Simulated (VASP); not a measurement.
# Ti2SiTe2 (P-6m2) in VASP: single point with PBE

Aim: the single point of Ti2SiTe2 with PBE.

All numbers are computed with VASP 6.6.1; they aren't measurements. Logs are shortened: lines on timing, memory, paths and dates and some standing lists are left out, and cuts for length are marked.

## 1. The structure

Symmetry: P-6m2, No. 187, hexagonal system. Conventional cell: a = 3.693 Å, b = 3.693 Å, c = 10.510 Å, α = 90.00°, β = 90.00°, γ = 120.00°. Ti (site symmetry 3m) has 3 Si at 2.63 Å and 3 Te at 2.75 Å as nearest neighbours. Si (site symmetry -6m2) has 6 Ti at 2.63 Å as nearest neighbours. Around Te (site symmetry 3m) lie 3 Ti at 2.75 Å.

The cell was built by a generator and needn't be a form met in nature.

## 2. Single point, PBE

Contents of INCAR:

```
SYSTEM = Ti2SiTe2
PREC     = Normal         ! precision mode
ENCUT    = 520            ! plane-wave cutoff, eV
EDIFF    = 1E-5           ! SCF threshold, eV
ISMEAR   = 0              ! smearing method
SIGMA    = 0.15           ! smearing width, eV
LREAL    = Auto         
LASPH    = .TRUE.         ! aspherical terms in the spheres
NELM     = 80             ! most SCF steps
ALGO     = Fast           ! electronic algorithm
ISIF     = 2              ! what is computed and relaxed
LWAVE    = .FALSE.        ! write WAVECAR
LCHARG   = .FALSE.        ! write CHGCAR
GGA      = PE             ! functional
NBANDS   = 51             ! bands
```

Contents of KPOINTS:

```
Automatic mesh
0
G
  7 7 2
  0 0 0
```

Contents of POSCAR:

```
Ti2SiTe2
1.0
    7.3856020000      0.0000000000      0.0000000000
   -1.8464000000      3.1980590000      0.0000000000
    0.0000000000      0.0000000000     10.5100500000
Ti Si Te
4 2 4
Direct
    0.1666665000      0.6666670000      0.8532420000
    0.6666665000      0.6666670000      0.8532420000
    0.1666665000      0.6666670000      0.1467580000
    0.6666665000      0.6666670000      0.1467580000
    0.0000000000      0.0000000000      0.0000000000
    0.5000000000      0.0000000000      0.0000000000
    0.3333335000      0.3333330000      0.6883240000
    0.8333335000      0.3333330000      0.6883240000
    0.3333335000      0.3333330000      0.3116760000
    0.8333335000      0.3333330000      0.3116760000
```

Potentials or basis: VASP PAW PBE potentials, release 64 (Ti_sv, Si, Te).

Command:

```bash
$ cat potpaw_PBE.64/Ti_sv/POTCAR potpaw_PBE.64/Si/POTCAR potpaw_PBE.64/Te/POTCAR > POTCAR
$ mpirun -np 1 vasp_std > vasp.out
```

OUTCAR:

```text
SYSTEM = Ti2SiTe2
   PREC = Normal
   ENCUT = 520
   EDIFF = 1E-5
   ISMEAR = 0
   LREAL = Auto
   LASPH = .TRUE.
   NELM = 80
   ISIF = 2
   GGA = PE

 ion  position               nearest neighbor table
   1  0.167  0.667  0.853-   5 2.63   5 2.63   6 2.63   7 2.75   8 2.75   7 2.75
   2  0.667  0.667  0.853-   6 2.63   6 2.63   5 2.63   8 2.75   7 2.75   8 2.75
   3  0.167  0.667  0.147-   5 2.63   5 2.63   6 2.63   9 2.75  10 2.75   9 2.75
   4  0.667  0.667  0.147-   6 2.63   6 2.63   5 2.63  10 2.75   9 2.75  10 2.75
   5  0.000  0.000  0.000-   1 2.63   3 2.63   1 2.63   3 2.63   2 2.63   4 2.63
   6  0.500  0.000  0.000-   2 2.63   4 2.63   2 2.63   4 2.63   3 2.63   1 2.63
   7  0.333  0.333  0.688-   1 2.75   2 2.75   1 2.75
   8  0.833  0.333  0.688-   2 2.75   1 2.75   2 2.75
   9  0.333  0.333  0.312-   3 2.75   4 2.75   3 2.75
  10  0.833  0.333  0.312-   4 2.75   3 2.75   4 2.75

  Warning from LATTYP: Monoclinic adjustment (A1->A3, A2->A1, A3->A2)!
  LATTYP: Found a simple orthorhombic cell.
 ALAT       =     3.6928003368
 B/A-ratio  =     1.7320511713
 C/A-ratio  =     2.8460921364

  Lattice vectors:

 A1 = (   1.8464000000,  -3.1980590000,   0.0000000000)
 A2 = (   5.5392020000,   3.1980590000,   0.0000000000)
 A3 = (   0.0000000000,   0.0000000000,  10.5100500000)

Analysis of symmetry for initial positions (statically):
=====================================================================
 Subroutine PRICEL returns following result:

  LATTYP: Found a hexagonal cell.
 ALAT       =     3.6928010000
 C/A-ratio  =     2.8460916253

  Lattice vectors:

 A1 = (   3.6928010000,   0.0000000000,   0.0000000000)
 A2 = (  -1.8464000000,   3.1980590000,   0.0000000000)
 A3 = (   0.0000000000,   0.0000000000,  10.5100500000)

   2 primitive cells build up your supercell.

 Routine SETGRP: Setting up the symmetry group for a
 simple orthorhombic supercell.

 Subroutine GETGRP returns: Found  4 space group operations
 (whereof  4 operations were pure point group operations)
 out of a pool of  8 trial point group operations.

The static configuration has the point symmetry C_2v.

Analysis of symmetry for dynamics (positions and initial velocities):
=====================================================================
 Subroutine PRICEL returns following result:

  LATTYP: Found a hexagonal cell.
 ALAT       =     3.6928010000
 C/A-ratio  =     2.8460916253

  Lattice vectors:

[... 127 lines left out ...]
   POTIM  = 0.5000    time-step for ionic-motion
   TEBEG  =    0.0;   TEEND  =   0.0 temperature during run
   PSTRESS=    0.0 pullay stress
   NELECT =      80.0000    total number of electrons
   NUPDOWN=      -1.0000    fix difference up-down
   EMIN   =  10.00;   EMAX   =-10.00  energy-range for DOS
   EFERMI =   0.00;   METHOD = LEGACY
   ISMEAR =     0;   SIGMA  =   0.15  broadening in eV -4-tet -1-fermi 0-gaus
   EFERMI_NEDOS =   21; number of points for ismear=-14 and -15
   IALGO  =     68    algorithm
   IMIX   =      4    mixing-type and parameters
     AMIX     =   0.40;   BMIX     =  1.00
     AMIX_MAG =   1.60;   BMIX_MAG =  1.00
  volume/ion in A,a.u.               =      24.82       167.52
  Fermi-wavevector in a.u.,A,eV,Ry     =   1.122395  2.121019 17.140223  1.259771
  Thomas-Fermi vector in A             =   2.259055
   LORBIT       =      0    0 simple, 1 ext, 2 COOP (PROOUT), +10 PAW based schemes
   GGA     = PE    functional components
   LHFCALC =     F    Hartree Fock is set to
   AEXX    =    0.0000 exact exchange contribution
   IVDW    =     0    specifies the selected vdW correction
   LEPSILON=     F    determine dielectric tensor
   LRPA    =     F    only Hartree local field effects (RPA)
 non-spin polarized calculation
 RMM-DIIS sequential band-by-band and
 Gauss-broadening in eV      SIGMA  =   0.15
  energy-cutoff  :      520.00
  volume of cell :      248.24
 maximum number of plane-waves:      6708
   NGX = 27   NGY = 13   NGZ = 39

 number of electron      79.9999989 magnetization

 Free energy of the ion-electron system (eV)
  ---------------------------------------------------
  ext. energy  EPLUGINS =         0.00000000
  ---------------------------------------------------
  free energy    TOTEN  =       -60.28594738 eV

  energy without entropy =      -60.23654237  energy(sigma->0) =      -60.26124488

 E-fermi :   6.1396     XC(G=0):  -9.6537

 val. band max:        6.1396006996   @ k =   0.0000   0.1429   0.0000
 cond. band min:       6.1413919612   @ k =   0.2857  -0.0000   0.0000
 fundamental gap:      0.0017912616
 Fermi energy:         6.1396259421

 k-point     1 :       0.0000    0.0000    0.0000
  band No.  band energies     occupation
      1     -50.9910      2.00000
      2     -50.9870      2.00000
      3     -50.9810      2.00000
      4     -50.9772      2.00000
      5     -27.3193      2.00000
      6     -27.3054      2.00000
[... 1285 lines left out ...]
     50       8.1080      0.00000
     51       8.2645      0.00000

 [... further k-points ...]

------------------------ aborting loop because EDIFF is reached ----------------------------------------

  FORCE on cell =-STRESS in cart. coord.  units (eV):
  Direction    XX          YY          ZZ          XY          YZ          ZX
  --------------------------------------------------------------------------------------
  -------------------------------------------------------------------------------------
  Total       -0.3679045      0.0477832     -0.2202996     -0.3599960      0.0000000      0.0000000
  in kB       -2.3744802      0.3083958     -1.4218284     -2.3234378      0.0000000      0.0000000
  external PRESSURE =      -1.1626376 kB  Pullay stress =       0.0000000 kB

 VOLUME and BASIS-vectors are now :
 -----------------------------------------------------------------------------
  energy-cutoff  :      520.00
  volume of cell :      248.24
      direct lattice vectors                 reciprocal lattice vectors
     7.385602000  0.000000000  0.000000000     0.135398577  0.078172395  0.000000000
    -1.846400000  3.198059000  0.000000000     0.000000000  0.312689666  0.000000000
     0.000000000  0.000000000 10.510050000     0.000000000  0.000000000  0.095147026

 POSITION                                       TOTAL-FORCE (eV/Angst)
 -----------------------------------------------------------------------------------
     -0.00000      2.13204      8.96762        -0.016765     -0.009679      0.028939
      3.69280      2.13204      8.96762        -0.016765     -0.009679      0.028939
     -0.00000      2.13204      1.54243        -0.016765     -0.009679     -0.028939
      3.69280      2.13204      1.54243        -0.016765     -0.009679     -0.028939
      0.00000      0.00000      0.00000         0.010270      0.005929     -0.000000
      3.69280      0.00000      0.00000         0.010270      0.005929     -0.000000
      1.84640      1.06602      7.23432         0.011630      0.006715      0.003281
      5.53920      1.06602      7.23432         0.011630      0.006715      0.003281
      1.84640      1.06602      3.27573         0.011630      0.006715     -0.003281
      5.53920      1.06602      3.27573         0.011630      0.006715     -0.003281
 -----------------------------------------------------------------------------------
    total drift:                                0.012832     -0.006800      0.000000

  FREE ENERGIE OF THE ION-ELECTRON SYSTEM (eV)
  ---------------------------------------------------
  free  energy   TOTEN  =       -60.2859473823 eV

  energy  without entropy=      -60.2365423717  energy(sigma->0) =      -60.26124488
```

stdout:

```text
POSCAR found type information on POSCAR TiSiTe
 POSCAR found :  3 types and      10 ions
 scaLAPACK will be used
 LDA part: xc-table for (Slater+PW92), standard interpolation
 POSCAR, INCAR and KPOINTS ok, starting setup
 FFT: planning ... GRIDC
 FFT: planning ... GRID_SOFT
 FFT: planning ... GRID
 WAVECAR not read
 entering main loop
WARNING in EDDRMM: call to ZHEGV failed, returncode =   8  4     44
WARNING in EDDRMM: call to ZHEGV failed, returncode =   6  3     12
WARNING in EDDRMM: call to ZHEGV failed, returncode =   6  3     23
WARNING in EDDRMM: call to ZHEGV failed, returncode =   8  4     14
WARNING in EDDRMM: call to ZHEGV failed, returncode =   8  4     11
WARNING in EDDRMM: call to ZHEGV failed, returncode =   6  3     13
```

It took 13 min on 1 thread of AMD EPYC 7R13 (Zen 3), shared host; peak memory 0.37 GiB.

Results:

| Item | Value |
| --- | --- |
| Free energy | -60.2859 eV |
| Pressure | -0.1 GPa |
| Largest force | 0.035 eV/Å |
| Band gap on the k mesh | none (metal or under the smearing width) |

Forces in eV/Å, atoms in the order of the input:
```
Ti  -0.017 -0.010  0.029
Ti  -0.017 -0.010  0.029
Ti  -0.017 -0.010 -0.029
Ti  -0.017 -0.010 -0.029
Si   0.010  0.006  0.000
Si   0.010  0.006  0.000
Te   0.012  0.007  0.003
Te   0.012  0.007  0.003
Te   0.012  0.007 -0.003
Te   0.012  0.007 -0.003
```

Stress tensor (GPa, compression positive):
```
-0.24 -0.23  0.00
-0.23  0.03  0.00
 0.00  0.00 -0.14
```

Caveat: this functional lacks dispersion, which binds the layers, so the pressure and a relaxed spacing across them are unreliable. The run has no spin-orbit coupling, so splittings on Te are missing.
